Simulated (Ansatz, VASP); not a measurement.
# Cu2Pd: VASP beside Ansatz, part 2 of 2

One calculation is typed for both programs; each brings its own data sets. How far apart do they land? The cell is generated by rule, not measured, and may not be a known phase. The cell is taken from a series of runs on this material, whose earlier steps may have relaxed, scaled, displaced or heated it; both programs get it as it stands.

VASP 6.6.1 and Ansatz 0.2.0.

So far: The starting structure; VASP: zone-centre phonons, PBEsol.

The structure was built from a prototype and need not be the compound's stable phase.

### Step 3. Ansatz: zone-centre phonons, PBEsol

Level of this step: Ansatz beside VASP: Kohn-Sham DFT, plane waves, PBEsol (Ansatz).

Ansatz runs on its default PAW (the set named soft_2) files.

The same cell, functional, mesh and smearing now go to Ansatz, which takes its cutoff from its data sets.

Contents of input.yaml:

```yaml
crystal:
  lattice:
    - [4.0980851676, 0.0, 0.0]
    - [-2.0490425838, 3.549045862, 0.0]
    - [0.0, 0.0, 2.5932032581]
  atoms:
    - { symbol: Cu, position: [0.3333333333, 0.6666666667, 0.5916217434] }
    - { symbol: Cu, position: [0.6666666667, 0.3333333333, 0.4083782566] }
    - { symbol: Pd, position: [0.0, 0.0, 0.0] }
kpoints:
  mp_grid: { grid: [12, 12, 16] }
hamiltonian:
  xc: pbesol
scf:
  occupations: { method: methfessel_paxton, width: 0.2 }
output:
  eigenvalues: true
phonons:
  method: dfpt
```

Run with:

```sh
$ ansatz run input.yaml --threads 8 --pin off --max-ram 14336MiB --backend cpu --events-out ev --progress --plain --runs-dir out
```

Numbers of over 12 decimals in the logs are rounded to 6 here.

What it wrote:

```text
Engine: ansatz 0.2.0, x86_64-unknown-linux-gnu
Pseudopotentials: kind: paw
Pseudopotential: Cu, paw, valence charge 19, recommended cutoff 420 eV (normal), Cu.paw.azcp
Pseudopotential: Pd, paw, valence charge 18, recommended cutoff 420 eV (normal), Pd.paw.azcp
Functional definition: PBEsol
  exchange = pbesol_x
  correlation = pbesol_c
Crystal: 3 atoms, lattice volume = 37.716 Å³
Basis set: ecut = 420 eV, 717 PW (Γ), exchange–correlation on 60×60×36 points (8 copies of the dense FFT grid, shifted against one another)
Bands: 34, of which v1, the nominal top of the filled ones, is band 28 counted from 1 (27 counted from 0)
Symmetry: 12 space group operations
k-points: 632 of 2304 (irreducible under 2 space group operations, time reversal used)
Non-local potential: Cu, projectors of the file, l = 0: 3, l = 1: 2, l = 2: 3, l = 3: 1
Non-local potential: Pd, projectors of the file, l = 0: 2, l = 1: 2, l = 2: 2, l = 3: 1
PAW form: soft (Blöchl's): semilocal exchange-correlation on the pseudo side does not see the compensation charge
PAW frozen core: Cu, regenerated for the run's functional, and the local potential with it (the file was generated under x = pbe(κ = 0.804, μ = 0.219515), c = pbe(β = 0.066725))
PAW frozen core: Pd, regenerated for the run's functional, and the local potential with it (the file was generated under x = pbe(κ = 0.804, μ = 0.219515), c = pbe(β = 0.066725))
PAW one-centre angular grid: Cu, 590 points (default); XC on 64 Gauss nodes
PAW one-centre angular grid: Pd, 590 points (default); XC on 64 Gauss nodes
Initial density: superposition of atomic densities (neutral atoms: chi_scale 0, normalization atom), corrected by the library's trained network
Initial wavefunctions: pseudopotential atomic-orbital guess
Functional: x = pbesol(κ = 0.804, μ = 0.123457), c = pbesol(β = 0.046)
SCF iter   1: F=—  HF=-20084.328697 eV  |F-HF|=—  |Δ(HF+E_count)|=         —  Δρ=1.68e-2  dr2=5.94e-2  ethr=1.77e-3  ⟨swp⟩=5.1  Hψ=81367  notcnv=0
preconditioner: auto → none  [metal: Δε(μ)=0.006 eV  Ē_g=10.068 eV  σ=0.200 eV  W_gap=0.03  n_scr=8 (ndim 8)  ℏωp=34.2 eV  f_vac=0.000  D(μ)=1.24/eV (n_scr^D=8)  sad-step TF]
SCF iter   2: F=—  HF=-20084.316096 eV  |F-HF|=—  |Δ(HF+E_count)|=   1.26e-2  S|Δr|=    0.00e0  Δρ=4.84e-3  dr2=8.64e-3  ethr=1.06e-4  ⟨swp⟩=2.4  Hψ=38070  notcnv=0
SCF iter   3: F=—  HF=-20084.314326 eV  |F-HF|=—  |Δ(HF+E_count)|=   1.77e-3  S|Δr|=    0.00e0  Δρ=1.15e-3  dr2=3.46e-4  ethr=1.54e-5  ⟨swp⟩=2.3  Hψ=30422  notcnv=0  defer=2
SCF iter   4: F=—  HF=-20084.314233 eV  |F-HF|=—  |Δ(HF+E_count)|=   9.38e-5  S|Δr|=    0.00e0  Δρ=2.39e-4  dr2=2.32e-5  ethr=6.19e-7  ⟨swp⟩=1.6  Hψ=25798  notcnv=0  defer=2
SCF iter   5: F=—  HF=-20084.314228 eV  |F-HF|=—  |Δ(HF+E_count)|=   4.35e-6  S|Δr|=    0.00e0  Δρ=3.39e-5  dr2=2.36e-7  ethr=4.14e-8  ⟨swp⟩=2.4  Hψ=29595  notcnv=0  defer=2
SCF iter   6: F=—  HF=-20084.314228 eV  |F-HF|=—  |Δ(HF+E_count)|=   1.71e-7  S|Δr|=    0.00e0  Δρ=5.43e-6  dr2=5.35e-9  ethr=4.21e-10  ⟨swp⟩=2.2  Hψ=29256  notcnv=0  defer=2
SCF iter   7: F=—  HF=-20084.314228 eV  |F-HF|=—  |Δ(HF+E_count)|=  3.78e-10  S|Δr|=    0.00e0  Δρ=8.02e-7  dr2=1.25e-10  ethr=9.56e-12  ⟨swp⟩=2.0  Hψ=33235  notcnv=0  defer=2
SCF iter   8: F=-20084.314228 eV  HF=-20084.314228 eV  |F-HF|=7.28e-12  |Δ(HF+E_count)|=  2.18e-11  S|Δr|=    0.00e0  Δρ=8.81e-8  dr2=1.15e-12  ethr=1.00e-12  ⟨swp⟩=8.0  Hψ=103958  notcnv=0
SCF 1 converged in 8 iterations: F = -20084.314228 eV  dr2 = 1.15e-12
  greatest PAW one-centre occupation: 1.000 electrons in one spin orbital (limit 2), on the Cu atom at site 1 (counted from 0), in its partial waves of l = 0
DFPT response loops at Γ: preconditioner auto → Kerker (q_TF=auto, 2.914 Å⁻¹) (partly filled bands, converged f_vac=0.000); β = 1.00, the filter's whole step (`scf.mixing.beta` (0.50) is not read by the response loops under this deck's `scf.mixing.preconditioner`; to damp them name `kerker` or `kerker_dos`, under which they read `scf.mixing.beta`, and type it under 1.00, their step now; both keys bind the ground state too); Broyden in place of MSR1
SCF converged after 8 iterations
Stability not checked: this state was not tested for a lower state beside it, because cold or Methfessel-Paxton smearing, or corrected tetrahedra, fill the levels in a way that the test cannot read (fill_not_monotonic; see scf.lower_state_search)
Free energy (F): -20084.314228 eV
Harris-Foulkes:  -20084.314228 eV  (|F-HF|=7.28e-12)
Internal energy: -20084.312870 eV  (E = F + TS)
E sigma→0 (E₀):  -20084.313889 eV
Entropy (-TS):   -0.001358 eV (-0.453 meV/atom)
Fermi energy:    18.081490 eV
--- Per-component energies (eV) ---
  E_band       = -824.114881
  E_kinetic    = 1115.936387
  E_local      = -9890.792817  (includes V_loc(G=0)·N_el)
  E_nonlocal   = 1005.690845
  E_hartree    = 4310.746118
  E_xc         = -346.136329
  E_vxc        = -442.491885  (∫ρ·V_xc dr)
  E_paw        = -6940.510104  (= ΣΔE_a)
  E_vpaw       = -1233.950378  (= ΣTr[D̂ρ^β])
  E_aug_tail   = 0.000671  (compensation charges beyond the density's cutoff)
  E_ewald      = -9339.962569
  E_core_change = 0.714928  (= ΣΔE_core)
  E_smearing   = -0.001358  (= −TS)
  E_closure    = 0.000000  (closes the sum)
  Σ components = -20084.314228   (vs F -20084.314228, Δ=0.00e0)
--- Band table (eV; the first three rows and the last of 632) ---
  k-point 0: bands = [... 24 lower, 16.3523, 16.3523, 17.3189, 17.3189, 24.0167, 24.0167, 24.2298, 24.7369, ... 2 higher]
  k-point 1: bands = [... 24 lower, 16.3540, 16.3540, 17.2973, 17.2973, 24.1702, 24.1702, 24.2654, 24.7799, ... 2 higher]
  k-point 2: bands = [... 24 lower, 16.3966, 16.3966, 17.2470, 17.2470, 24.3745, 24.5828, 24.5828, 24.9290, ... 2 higher]
  k-point 631: bands = [... 24 lower, 16.8059, 17.0730, 17.8177, 19.4044, 19.9350, 22.5447, 23.7199, 23.9992, ... 2 higher]
--- Phonons (Γ-DFPT): 4 representative perturbations + reference, on 632 of 2304 k-points (Σ response iterations 15) ---
  k mesh reduced under 2 symmetry operations, with k and −k counted as one. Each operation leaves every solved perturbation unchanged. A smaller set is not used because it would not reduce the number of displacements times k-points to solve
  ASR residual: 4.329e-5 → 0.000e0 eV/Å²; symmetrization residual: 1.795e-5 eV/Å²
  ASR residual per site (eV/Å²): 3.20e-5 3.20e-5 4.33e-5
  Γ frequencies (cm⁻¹): 0.00 0.00 0.00 66.97 119.73 186.45 186.45 239.03 239.03
  non-analytic LO–TO correction: not included (Born effective charges unavailable; polar crystals: no LO–TO splitting at Γ)
```

Reading the cycles: dr2 is the Hartree energy of the density residual (eV), the measure of convergence; HF is the Harris–Foulkes estimate of the energy, which meets the free energy F at convergence.

### Step 4. Differences

Known differences besides the potentials themselves: the data sets hold 56 valence electrons in Ansatz (on its default PAW (the set named soft_2) files) and 32 in VASP; the cutoff is 420 eV in Ansatz and 600 eV in VASP; Ansatz makes its cores anew for this functional, VASP keeps those of its PBE data sets. Total energies have different zeros and are not compared.

Compared:

```
                  quantity  Ansatz   VASP  difference
     optical mode 1 (cm⁻¹)    67.0   66.1     +1.38 %
     optical mode 2 (cm⁻¹)   119.7  119.5     +0.16 %
optical mode 3 to 4 (cm⁻¹)   186.4  186.4     +0.00 %
optical mode 5 to 6 (cm⁻¹)   239.0  240.0     -0.39 %
```

Modes are paired by rising frequency, not by their patterns, so a pair may set unlike modes beside each other; they are those without the splitting of longitudinal modes.

### Step 5. Outcome

```json
{
 "r.m.s. difference of the optical zone-centre modes, each program's sorted by frequency (zone-centre phonons, PBEsol)": "0.66 cm⁻¹",
 "difference in optical mode 1 (zone-centre phonons, PBEsol)": "+1.4 %"
}
```

In words: The r.m.s. difference of the optical zone-centre modes, each program's sorted by frequency is 0.66 cm⁻¹ (zone-centre phonons, PBEsol). The data sets hold unlike numbers of valence electrons (56 in Ansatz and 32 in VASP), so part of the differences comes from the potentials. Among the rows given in per cent, the largest difference of the zone-centre phonons, PBEsol pair is in optical mode 1, +1.4 %. Such differences can come from data sets, numerical settings and the points named under the comparisons, not from the functional's error against experiment.

[Lines on the potential files, build, host, timing and source positions are cut from VASP's logs without a mark.]

[Logs are printed without paths, hosts, clocks, repeated set-up lines and the standing remarks that a program may print on its own settings, such as how far it seeks lower states.]

[Hosts, paths, dates, database ids (printed as entryN), source tags and the programs' standing remarks are cut or masked in the printed files.]
